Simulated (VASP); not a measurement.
All values below come from PBE GGA, VASP's PBE PAW potentials (set 64) (plane waves; VASP).

VASP ran on this input.

POSCAR:
```
Ir
1
    0.0000000000     1.9195927862     1.9195927862
    1.9195927862     0.0000000000     1.9195927862
    1.9195927862     1.9195927862     0.0000000000
Ir
1
Direct
  0.0000000000   0.0000000000   0.0000000000
```

### KPOINTS
```
Automatic
0
Gamma
 16 16 16
0 0 0
```

**INCAR**
```
SYSTEM=Ir
PREC=Accurate; ENCUT=500; LREAL=F
LASPH=T
EDIFF=1E-6; NELM=100; ALGO=Normal
LMAXMIX=6
ISMEAR=1; SIGMA=0.1
GGA=PE
IBRION=2; NSW=40; ISIF=3
EDIFFG=-0.02; PSTRESS=200
LWAVE=F; LCHARG=F
```

POTCAR, in this order: Ir (PBE.64 set). Program: vasp_std.

Energy and stress use the plane-wave basis of the starting cell. Unless said otherwise, spin-orbit coupling is left out, though it shifts the bands of the heavy elements here.

Q: Estimate the energy per atom (σ→0), volume per atom, band gap (on the k-mesh).

A: 
The energy per atom (σ→0) is -8.799 eV/atom and the band gap (on the k-mesh) is none (metal, semimetal or under 0.01 eV). The volume per atom is 13.82 Å³/atom.

### OSZICAR
```
...
DAV:   7    -0.880031812640E+01   -0.16127E-07   -0.25324E-07  1680   0.511E-03
   3 F= -.70740181E+01 E0= -.70739108E+01  d E =-.107921E-01
       N       E                     dE             d eps       ncg     rms          rms(c)
DAV:   1    -0.879867305446E+01    0.16451E-02   -0.18611E-03  2472   0.720E-01    0.720E-02
DAV:   2    -0.879863242335E+01    0.40631E-04   -0.10115E-04  2592   0.141E-01    0.254E-02
DAV:   3    -0.879862806773E+01    0.43556E-05   -0.22703E-05  2816   0.614E-02    0.707E-03
DAV:   4    -0.879862851726E+01   -0.44953E-06   -0.48489E-07  1264   0.757E-03
   4 F= -.70740457E+01 E0= -.70739382E+01  d E =-.108196E-01
```

The compound is Ir in the fcc structure. This run relaxes it under an external pressure of 20 GPa. Symmetry was kept, so distortions that lower it aren't found.
